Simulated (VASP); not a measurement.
```yaml
crystal:
  lattice:
    - [3.49566, 0.00000, 0.00000]
    - [0.00000, 3.49566, 0.00000]
    - [0.00000, 0.00000, 3.49566]
  atoms:
    - { symbol: Fe, position: [0.00000, 0.00000, 0.00000], spin: 2.8 }
    - { symbol: Ni, position: [0.00000, 0.50000, 0.50000], spin: 0.6 }
    - { symbol: Ni, position: [0.50000, 0.00000, 0.50000], spin: 0.6 }
    - { symbol: Ni, position: [0.50000, 0.50000, 0.00000], spin: 0.6 }
```

The numbers are results of vdW-DF-cx, VASP's PBE PAW potentials (set 64) (plane waves; VASP), not measurements. Settings: 520 eV cut-off, Gaussian smearing of 0.050 eV, potentials Fe Ni.

**Question.** What does the run give for the cell moment, band gap (along the path) with the smallest direct gap where there is one?

**Answer.** 
The band gap (along the path) is none (metal, semimetal or under 0.01 eV). The cell moment is 4.59 μB.

The compound is Ni3Fe in the L1_2 structure. It was relaxed first.
